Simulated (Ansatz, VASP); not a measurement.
## Two plane-wave programs on SbPd4

```
CELL_PARAMETERS angstrom
-2.95998 2.95998 2.95998
2.95998 -2.95998 2.95998
2.95998 2.95998 -2.95998
ATOMIC_POSITIONS crystal
Sb 0.00000 0.00000 0.00000
Pd 0.50000 0.50000 0.50000
Pd 0.50000 0.00000 0.00000
Pd 0.00000 0.00000 0.50000
Pd 0.00000 0.50000 0.00000
```

Change from the starting cell: species swapped into the Hg4Pt type (Im-3m, No. 229).

Alike in both runs: task relaxation of cell and atoms; functional PBE; k mesh 10 × 10 × 10; occupations gaussian, width 0.1 eV; no spin polarisation.

|  | VASP | Ansatz |
| --- | --- | --- |
| version | VASP 6.6.1 | Ansatz 0.2.0 |
| potentials or method | VASP PAW PBE potentials, release 64 (Sb, Pd) | scalar-relativistic, plane waves, PAW |
| plane-wave cutoff (eV) | 600 | 420 |
| valence electrons in the cell | 45 | 87 |

```tsv
	VASP	Ansatz	Ansatz less VASP
gap on the k mesh at the Fermi level, each at its own relaxed structure (eV)	none	none	-
relaxed volume (Å³/atom)	20.80	20.84	+0.045
relaxed cell length with the largest relative difference (Å)	5.131	5.135	+0.0037
```

A gap of «none» marks a metal or a gap that the smearing closes. The two sets of potentials don't hold the same shells in valence.

The runs have no spin-orbit coupling, so splittings on Sb are missing.
